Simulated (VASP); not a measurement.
# Lithium: cell size against the level of theory

How close do the usual functionals, with and without dispersion, come to the cell of Lithium? The levels: LDA, PBEsol, PBE, r2SCAN, PBE + D3(BJ), r2SCAN + rVV10, revPBE + D3(BJ) and AM05. LASPH is on for some levels and off for others; the table marks which. The start is a cell from a database of measured crystal structures.

Program: VASP 6.6.1. Level of theory: LDA; plane waves and PAW (Li_sv), in the first sound run; inputs show where later runs differ. Results are calculated unless marked as measured.

Report form: the programs' logs are mostly left out.

## Step 1: The starting structure

Before any relaxation, the start is as follows. The structure is cubic, space group Im-3m (No. 229). Conventional cell: a = 3.509 Å, b = 3.509 Å, c = 3.509 Å, α = 90.00°, β = 90.00°, γ = 90.00°. Li has 8 Li at 3.04 Å nearest.

## Step 2: Relaxation with LDA

Properties are meant for the cell that this level of theory prefers, so cell and atoms are relaxed first (ISIF = 3) until forces and stress are small; EDIFFG sets the threshold. LDA, the lowest rung, knows the local density alone.

The input, INCAR:

```
SYSTEM = Li
PREC = Accurate
ENCUT = 700
EDIFF = 1E-06
NELM = 100
ISMEAR = -1
SIGMA = 0.05
LREAL = .FALSE.
ALGO = Normal
GGA = CA
NBANDS = 7
LORBIT = 11
LWAVE = .FALSE.
LCHARG = .FALSE.
KPAR = 2
IBRION = 2
NSW = 60
ISIF = 3
EDIFFG = -0.01
```

The input, POSCAR:

```
Li
1.0
   -1.7546500000      1.7546500000      1.7546500000
    1.7546500000     -1.7546500000      1.7546500000
    1.7546500000      1.7546500000     -1.7546500000
Li
1
Direct
    0.0000000000      0.0000000000      0.0000000000
```

The input, KPOINTS:

```
Automatic mesh
0
Gamma
8 8 8
0 0 0
```

PAW data sets: Li_sv (PBE family, release 64).

The run is started by

```
mpirun -np 2 vasp_std
```

Run time: 12 s. Hardware: 2 MPI ranks of AMD EPYC 7R43, shared host; peak memory 0.18 GiB; 22 s of CPU time.

This run has no spin polarisation. Its electron count is odd, so without a moment it is a metal by construction. The k-mesh is coarse for a metal. The PAW data sets were made with PBE, though LDA sets exist; this is a small mismatch. After so large a change of volume the plane waves of the start cell no longer fit, so the final stress carries a basis-set error. The run keeps the 48 symmetry operations of its start, so it cannot find a distortion of lower symmetry.

Relaxation path:

```
step  energy less that of the first step (eV)  largest force (eV/Å)  pressure (GPa)  volume (Å³)
   1                                   0.0000                0.0000           -1.62        21.61
   2                                  -0.0062                0.0000           -1.30        20.93
   3                                  -0.0136                0.0000           -0.52        19.67
   4                                  -0.0067                0.0000            1.67        17.32
   5                                  -0.0147                0.0000           -0.08        19.04
```

```
conventional cell, symmetrised  before  after   change
                         a (Å)   3.509  3.364   -4.1 %
                         b (Å)   3.509  3.364   -4.1 %
                         c (Å)   3.509  3.364   -4.1 %
              volume (Å³/atom)   21.61  19.04  -11.9 %
```

The relaxed structure:

```xyz
1
Lattice="-1.6821 1.6821 1.6821 1.6821 -1.6821 1.6821 1.6821 1.6821 -1.6821" Properties=species:S:1:pos:R:3 pbc="T T T"
Li    0.0000    0.0000    0.0000
```

Numbers from this step:

```
electrons                       : 3
bands                           : 7
irreducible k-points            : 29
symmetry operations             : 48
free energy (TOTEN)             : -2.043 eV
energy at zero smearing         : -2.039 eV
Fermi energy                    : 0.712 eV
pressure                        : -0.07756 GPa
metallic                        : yes
SCF cycles over all ionic steps : 34
```

It ends with forces that vanish by symmetry and a pressure of -0.08 GPa. The volume lies -11.9 % from that of the database's start, which holds the thermal and zero-point expansion of its experiment. LDA is known to overbind. The conventional cell has a = 3.364 Å.

## Step 3: Relaxation with PBEsol

This step: PBEsol; plane waves and PAW (Li_sv) (VASP 6.6.1).

PBEsol restores the gradient expansion of exchange and is tuned for the cells of solids.

INCAR: that of step 2 with these lines changed.

```diff
@@ -9,3 +9,3 @@
 ALGO = Normal
-GGA = CA
+GGA = PS
 NBANDS = 7
```

POSCAR is that of step 2.

KPOINTS is that of step 2.

The run is started by

```
mpirun -np 2 vasp_std
```

Run time: 12 s. Hardware: 2 MPI ranks; peak memory 0.22 GiB.

The PAW data sets were made with PBE, which is usual practice but a small mismatch for other functionals.

The steps of the relaxation:

```
step  energy less that of the first step (eV)  largest force (eV/Å)  pressure (GPa)  volume (Å³)
   1                                   0.0000                0.0000           -0.92        21.61
   2                                  -0.0020                0.0000           -0.71        21.22
   3                                  -0.0044                0.0000           -0.17        20.35
   4                                  -0.0045                0.0000            0.01        20.10
```

```
conventional cell, symmetrised  before  after  change
                         a (Å)   3.509  3.425  -2.4 %
                         b (Å)   3.509  3.425  -2.4 %
                         c (Å)   3.509  3.425  -2.4 %
              volume (Å³/atom)   21.61  20.10  -7.0 %
```

The relaxed structure:

```
Li
1.0
    -1.71273    1.71273    1.71273
     1.71273   -1.71273    1.71273
     1.71273    1.71273   -1.71273
Li
1
Direct
  0.00000 0.00000 0.00000
```

Numbers from this step:

- free energy (TOTEN): -1.960 eV
- energy at zero smearing: -1.956 eV
- Fermi energy: 0.6876 eV
- pressure: 0.01059 GPa
- SCF cycles over all ionic steps: 29

It ends at 20.10 Å³/atom, -7.0 % from the start, with 0.01 GPa left. The conventional cell has a = 3.425 Å.

## Step 4: Relaxation with PBE

This step: PBE; plane waves and PAW (Li_sv) (VASP 6.6.1).

PBE, the usual starting point, adds the gradient of the density.

INCAR: that of step 3 with these lines changed.

```diff
@@ -9,3 +9,3 @@
 ALGO = Normal
-GGA = PS
+GGA = PE
 NBANDS = 7
```

POSCAR is that of step 3.

KPOINTS is that of step 3.

The run is started by

```
mpirun -np 2 vasp_std
```

It took 11 s on 2 MPI ranks; peak memory 0.22 GiB; 20 s of CPU time.

The steps of the relaxation:

```
step  energy less that of the first step (eV)  largest force (eV/Å)  pressure (GPa)  volume (Å³)
   1                                   0.0000                0.0000           -0.92        21.61
   2                                  -0.0020                0.0000           -0.71        21.22
   3                                  -0.0043                0.0000           -0.20        20.42
   4                                  -0.0045                0.0000            0.00        20.12
```

```
conventional cell, symmetrised  before  after  change
                         a (Å)   3.509  3.427  -2.3 %
                         b (Å)   3.509  3.427  -2.3 %
                         c (Å)   3.509  3.427  -2.3 %
              volume (Å³/atom)   21.61  20.12  -6.9 %
```

Final coordinates:

```cif
data_structure
_symmetry_space_group_name_H-M 'P 1'
_symmetry_Int_Tables_number 1
_cell_length_a 2.9677
_cell_length_b 2.9677
_cell_length_c 2.9677
_cell_angle_alpha 109.471
_cell_angle_beta 109.471
_cell_angle_gamma 109.471
_cell_volume 20.12
loop_
_atom_site_label
_atom_site_type_symbol
_atom_site_fract_x
_atom_site_fract_y
_atom_site_fract_z
_atom_site_occupancy
Li1 Li 0.00000 0.00000 0.00000 1
```

It ends at 20.12 Å³/atom, -6.9 % from the start, with 0.00 GPa left. The conventional cell has a = 3.427 Å. Against its usual tendency, PBE gives a cell smaller than the listed one.

## Step 5: Relaxation with r2SCAN

This step: r2SCAN; plane waves and PAW (Li_sv) (VASP 6.6.1).

r2SCAN adds the kinetic-energy density, costs more than a GGA and is run with LASPH.

INCAR: that of step 4 with these lines changed.

```diff
@@ -9,3 +9,4 @@
 ALGO = Normal
-GGA = PE
+METAGGA = R2SCAN
+LASPH = .TRUE.
 NBANDS = 7
```

POSCAR is that of step 4.

KPOINTS is that of step 4.

The run is started by

```
mpirun -np 2 vasp_std
```

It took 61 s on 2 MPI ranks; peak memory 0.22 GiB.

Relaxation path:

```
step  energy less that of the first step (eV)  largest force (eV/Å)  pressure (GPa)  volume (Å³)
   1                                   0.0000                0.0000           -0.46        21.61
   2                                  -0.0004                0.0000           -0.38        21.42
   3                                  -0.0002                0.0000           -0.01        20.84
```

```
conventional cell, symmetrised  before  after  change
                         a (Å)   3.509  3.467  -1.2 %
                         b (Å)   3.509  3.467  -1.2 %
                         c (Å)   3.509  3.467  -1.2 %
              volume (Å³/atom)   21.61  20.84  -3.5 %
```

The relaxed structure:

```cif
data_structure
_symmetry_space_group_name_H-M 'P 1'
_symmetry_Int_Tables_number 1
_cell_length_a 3.0029
_cell_length_b 3.0029
_cell_length_c 3.0029
_cell_angle_alpha 109.471
_cell_angle_beta 109.471
_cell_angle_gamma 109.471
_cell_volume 20.84
loop_
_atom_site_label
_atom_site_type_symbol
_atom_site_fract_x
_atom_site_fract_y
_atom_site_fract_z
_atom_site_occupancy
Li1 Li 0.00000 0.00000 0.00000 1
```

It ends at 20.84 Å³/atom, -3.5 % from the start, with -0.01 GPa left. The conventional cell has a = 3.467 Å.

## Step 6: Relaxation with PBE + D3(BJ)

This step: PBE with D3(BJ); plane waves and PAW (Li_sv) (VASP 6.6.1).

A dispersion term adds the long-range attraction that semilocal functionals lack. D3 with Becke-Johnson damping keeps a finite attraction at short range.

INCAR: that of step 5 with these lines changed.

```diff
@@ -9,4 +9,4 @@
 ALGO = Normal
-METAGGA = R2SCAN
-LASPH = .TRUE.
+GGA = PE
+IVDW = 12
 NBANDS = 7
```

POSCAR is that of step 5.

KPOINTS is that of step 5.

The run is started by

```
mpirun -np 2 vasp_std
```

Wall time 15 s (2 MPI ranks); peak memory 0.23 GiB.

Dispersion corrections of this kind ignore metallic screening and tend to overbind metals.

It ends at 18.36 Å³/atom, -15.0 % from the start, with -0.07 GPa left. The conventional cell has a = 3.324 Å. That is far more than a functional's usual error. Against plain PBE, the dispersion term moves a by -3.0 %.

## Step 7: Relaxation with r2SCAN + rVV10

This step: r2SCAN with rVV10; plane waves and PAW (Li_sv) (VASP 6.6.1).

LUSE_VDW switches on a nonlocal correlation term for dispersion.

INCAR: that of step 6 with these lines changed.

```diff
@@ -9,4 +9,8 @@
 ALGO = Normal
-GGA = PE
-IVDW = 12
+METAGGA = R2SCAN
+LUSE_VDW = .TRUE.
+IVDW_NL = 2
+BPARAM = 11.95
+CPARAM = 0.0093
+LASPH = .TRUE.
 NBANDS = 7
```

POSCAR is that of step 6.

KPOINTS is that of step 6.

The run is started by

```
mpirun -np 2 vasp_std
```

The job ended after 2.1 min (2 MPI ranks; peak memory 0.43 GiB; 4.2 min of CPU time).

It ends at 20.78 Å³/atom, -3.8 % from the start, with -0.02 GPa left. The conventional cell has a = 3.464 Å. Against plain r2SCAN, the dispersion term moves a by -0.1 %.

## Step 8: Relaxation with revPBE + D3(BJ)

This step: revPBE with D3(BJ); plane waves and PAW (Li_sv) (VASP 6.6.1).

revPBE by itself binds more weakly than PBE and expands cells; dispersion terms fitted to it are the larger for that.

INCAR: that of step 7 with these lines changed.

```diff
@@ -9,8 +9,4 @@
 ALGO = Normal
-METAGGA = R2SCAN
-LUSE_VDW = .TRUE.
-IVDW_NL = 2
-BPARAM = 11.95
-CPARAM = 0.0093
-LASPH = .TRUE.
+GGA = RE
+IVDW = 12
 NBANDS = 7
```

POSCAR is that of step 7.

KPOINTS is that of step 7.

The run is started by

```
mpirun -np 2 vasp_std
```

Run time: 19 s. Hardware: 2 MPI ranks; peak memory 0.23 GiB; 36 s of CPU time.

It ends at 17.34 Å³/atom, -19.8 % from the start, with 0.00 GPa left. The conventional cell has a = 3.261 Å. That is far more than a functional's usual error.

## Step 9: Relaxation with AM05

This step: AM05; plane waves and PAW (Li_sv) (VASP 6.6.1).

AM05 is built from the electron gas and the surface model, and does well on lattice constants.

INCAR: that of step 8 with these lines changed.

```diff
@@ -9,4 +9,3 @@
 ALGO = Normal
-GGA = RE
-IVDW = 12
+GGA = AM
 NBANDS = 7
```

POSCAR is that of step 8.

KPOINTS is that of step 8.

The run is started by

```
mpirun -np 2 vasp_std
```

It took 13 s on 2 MPI ranks; peak memory 0.22 GiB.

It ends at 20.51 Å³/atom, -5.1 % from the start, with 0.00 GPa left. The conventional cell has a = 3.449 Å.

## Step 10: The cells as a table

This step: relaxed cells at several levels; plane waves and PAW (VASP 6.6.1).

Derived from the runs above.

Lengths are those of the conventional cell; cost is the wall time of each run, as given at its step, times its ranks, without the set-up around it; LASPH differs between rows, which moves results and costs too. Results by level, by row:

```
          level  volume (Å³/atom)  change from the start (%)  a (Å)  cost (core minutes)  LASPH
            LDA             19.04                      -11.9  3.364                0.393    off
         PBEsol              20.1                         -7  3.425                0.387    off
            PBE             20.12                       -6.9  3.427                 0.36    off
         r2SCAN             20.84                       -3.5  3.467                 2.03     on
   PBE + D3(BJ)             18.36                        -15  3.324                0.487    off
 r2SCAN + rVV10             20.78                       -3.8  3.464                 4.27     on
revPBE + D3(BJ)             17.34                      -19.8  3.261                 0.62    off
           AM05             20.51                       -5.1  3.449                 0.42    off
```

## Step 11: Outcome

```yaml
volume_lda: 19.04 Å³/atom
volume_pbesol: 20.10 Å³/atom
volume_pbe: 20.12 Å³/atom
volume_r2scan: 20.84 Å³/atom
volume_pbe_d3_bj: 18.36 Å³/atom
volume_r2scan_rvv10: 20.78 Å³/atom
volume_revpbe_d3_bj: 17.34 Å³/atom
volume_am05: 20.51 Å³/atom
```

In words: For Lithium the levels give volumes between 17.34 Å³/atom (revPBE + D3(BJ)) and 20.84 Å³/atom (r2SCAN), a spread of 20.2 %, while the cost of the finished runs spans a factor of 12. Against the volume of the start, a cell from experiment, r2SCAN comes nearest (-3.5 %) and revPBE + D3(BJ) lies farthest (-19.8 %); thermal expansion is in that cell alone. The costs hold the number of ionic steps as well as the price of the functional. Adding D3(BJ) to PBE changes the volume by -8.8 % (a by -3.0 %). Adding rVV10 to r2SCAN changes the volume by -0.3 % (a by -0.1 %). Pairwise corrections of the D and TS kind ignore the screening in a metal, so they may overbind here. Within 0.02 Å all end in space group Im-3m; the runs can't lower the symmetry of the start. The k-sampling is coarse for a metal, so the Fermi level, pressures and the shape of the cell carry errors. LASPH is on for some levels and off for others, so differences between them are not the functional's alone. Each is a single relaxation on the plane waves of the start cell, so larger changes of volume carry a basis-set error that was not tested here. Zero-point and thermal expansion are not included.

[Lines on the potential files, build, host, timing and source positions are cut from VASP's logs without a mark.]

[Logs are printed without paths, hosts, clocks, repeated set-up lines and the standing remarks that a program may print on its own settings, such as how far it seeks lower states.]

[Hosts, paths, dates, database ids (printed as entryN), source tags and the programs' standing remarks are cut or masked in the printed files.]

[A measured line is paired with the nearest computed mode of its activity, which favours agreement.]
